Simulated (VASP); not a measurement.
Data:

```yaml
crystal:
  lattice:
    - [2.84703, 0.00000, 0.00000]
    - [0.00000, 2.84703, 0.00000]
    - [0.00000, 0.00000, 2.84703]
  atoms:
    - { symbol: Ga, position: [0.50000, 0.50000, 0.50000] }
    - { symbol: Co, position: [0.00000, 0.00000, 0.00000] }
```

Computed with PBE GGA with D4 dispersion, VASP's PBE PAW potentials (set 64) (plane waves; VASP 6.6.1). Numerical set-up: 520 eV cut-off, 14×14×14 Γ-centred mesh, tetrahedra with Blöchl corrections, potentials Ga_d Co.

Q: Estimate the energy per atom (σ→0), band gap (on the k-mesh) with the smallest direct gap where there is one.

A: 
```
Property                                                     Value
------------------------  ----------------------------------------
band gap (on the k-mesh)  none (metal, semimetal or under 0.01 eV)
energy per atom (σ→0)                               -5.793 eV/atom
```

Only differences to runs with the same potentials and settings are physical.

The compound is CoGa in the CsCl type structure. It was relaxed first. The run is not spin-polarised, so no magnetic state was tried.
